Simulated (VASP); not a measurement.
Data:

```yaml
crystal:
  lattice:
    - [1.73543, -3.00584, 0.00000]
    - [1.73543, 3.00584, 0.00000]
    - [0.00000, 0.00000, 5.40448]
  atoms:
    - { symbol: Lu, position: [0.33333, 0.66667, 0.25000] }
    - { symbol: Lu, position: [0.66667, 0.33333, 0.75000] }
```

Computed with optB86b-vdW, VASP's PBE PAW potentials (set 64) (plane waves; VASP). Run with 520 eV cut-off, 11×11×6 Γ-centred mesh, first-order Methfessel-Paxton smearing of 0.10 eV, potentials Lu_3.

Predict the energy per atom (σ→0), band gap (on the k-mesh) with the smallest direct gap where there is one.

```
Quantity                                                    Result
------------------------  ----------------------------------------
band gap (on the k-mesh)  none (metal, semimetal or under 0.01 eV)
energy per atom (σ→0)                               -2.011 eV/atom
```

The compound is Lu in the hcp structure. It was relaxed first. The start is the result of an earlier pass.
